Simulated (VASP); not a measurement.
VASP ran on this input.

### KPOINTS
```
Automatic mesh
0
Gamma
4 4 4
0 0 0
```

File POSCAR:
```
GaN
1
    0.0000000000     4.2707220000     4.2707220000
    4.2707220000     0.0000000000     4.2707220000
    4.2707220000     4.2707220000     0.0000000000
Ga N
1 1
Direct
  0.0000000000   0.0000000000   0.0000000000
  0.2500000000   0.2500000000   0.2500000000
```

**INCAR**
```
SYSTEM = GaN
PREC = Accurate
ENCUT = 520
EDIFF = 1E-6
NELM = 100
ALGO = Normal
LREAL = .FALSE.
LASPH = .TRUE.
ISMEAR = 0
SIGMA = 0.05
GGA = PE
LMAXMIX = 4
LWAVE = .FALSE.
LCHARG = .FALSE.
ISIF = 2
```

POTCAR, in this order: Ga_d N (PBE.64 set). Program: vasp_std.

**Question.** Does this input run properly? What does VASP do?

**Answer.** There is a fault: the lattice was typed in bohr, and VASP reads ångström. The run ends without an error. Against the sound run, the energy per atom (σ→0) increases by 4.326 eV/atom; the pressure decreases by 6.02 GPa; the band gap falls by 1.67 eV; the volume increases by 570 %.

standard output:
```
 POSCAR found type information on POSCAR GaN
 POSCAR found :  2 types and       2 ions
 Reading from existing POTCAR
 Reading from existing POTCAR
 LDA part: xc-table for (Slater+PW92), standard interpolation
 POSCAR, INCAR and KPOINTS ok, starting setup
 WAVECAR not read
 entering main loop
       N       E                     dE             d eps       ncg     rms          rms(c)
DAV:   1     0.807220281791E+02    0.80722E+02   -0.82802E+03   208   0.127E+03
DAV:   2     0.101200070391E+02   -0.70602E+02   -0.68196E+02   238   0.237E+02
DAV:   3    -0.440422697141E+01   -0.14524E+02   -0.13987E+02   289   0.789E+01
DAV:   4    -0.501851800669E+01   -0.61429E+00   -0.58424E+00   239   0.180E+01
DAV:   5    -0.503477020331E+01   -0.16252E-01   -0.16167E-01   249   0.273E+00    0.493E+00
DAV:   6    -0.361232668333E+01    0.14224E+01   -0.65386E+00   208   0.122E+01    0.293E+00
DAV:   7    -0.354244584465E+01    0.69881E-01   -0.87891E-01   254   0.446E+00    0.862E-01
DAV:   8    -0.355189430615E+01   -0.94485E-02   -0.59712E-01   243   0.286E+00    0.142E+00
DAV:   9    -0.352289932981E+01    0.28995E-01   -0.65859E-01   218   0.192E+00    0.755E-01
DAV:  10    -0.350697514747E+01    0.15924E-01   -0.17005E-01   233   0.114E+00    0.255E-01
DAV:  11    -0.350445081637E+01    0.25243E-02   -0.82757E-03   213   0.314E-01    0.726E-02
DAV:  12    -0.350457277479E+01   -0.12196E-03   -0.28623E-03   259   0.179E-01    0.745E-02
DAV:  13    -0.350454039922E+01    0.32376E-04   -0.20726E-03   213   0.152E-01    0.539E-02
DAV:  14    -0.350445277362E+01    0.87626E-04   -0.39044E-04   246   0.660E-02    0.253E-03
DAV:  15    -0.350445418729E+01   -0.14137E-05   -0.87657E-06   218   0.154E-02    0.237E-03
DAV:  16    -0.350445454888E+01   -0.36159E-06   -0.21009E-06   171   0.749E-03
   1 F= -.35044545E+01 E0= -.34963458E+01  d E =-.162175E-01
```

OUTCAR:
```
------------------------ aborting loop because EDIFF is reached ----------------------------------------
  FORCE on cell =-STRESS in cart. coord.  units (eV):
  Direction    XX          YY          ZZ          XY          YZ          ZX
  --------------------------------------------------------------------------------------
  Total       -2.5290217     -2.5290217     -2.5290217      0.0000000      0.0000000     -0.0000000
  in kB      -26.0093340    -26.0093340    -26.0093340      0.0000000      0.0000000     -0.0000000
  external PRESSURE =     -26.0093340 kB  Pullay stress =       0.0000000 kB
  volume of cell :      155.79
      direct lattice vectors                 reciprocal lattice vectors
     0.000000000  4.270722000  4.270722000    -0.117076223  0.117076223  0.117076223
     4.270722000  0.000000000  4.270722000     0.117076223 -0.117076223  0.117076223
     4.270722000  4.270722000  0.000000000     0.117076223  0.117076223 -0.117076223
  FREE ENERGIE OF THE ION-ELECTRON SYSTEM (eV)
  ---------------------------------------------------
  free  energy   TOTEN  =        -3.5044545489 eV

  energy  without entropy=       -3.4882370921  energy(sigma->0) =       -3.49634582
```
(Selected blocks of OUTCAR.)

To mend it, correct POSCAR, correct KPOINTS.
POSCAR:
```
GaN
1
    0.0000000000     2.2600000000     2.2600000000
    2.2600000000     0.0000000000     2.2600000000
    2.2600000000     2.2600000000     0.0000000000
Ga N
1 1
Direct
  0.0000000000   0.0000000000   0.0000000000
  0.2500000000   0.2500000000   0.2500000000
```
File KPOINTS:
```
Automatic mesh
0
Gamma
8 8 8
0 0 0
```
The mended run (PBE GGA, plane waves, VASP's PBE PAW potentials (set 64)) converges, and its OSZICAR ends with
```
   1 F= -.12148130E+02 E0= -.12148130E+02  d E =-.300207E-11
```

The compound is GaN in the zinc blende structure, a metastable form; wurtzite is the usual one. The cell was not relaxed at this level.
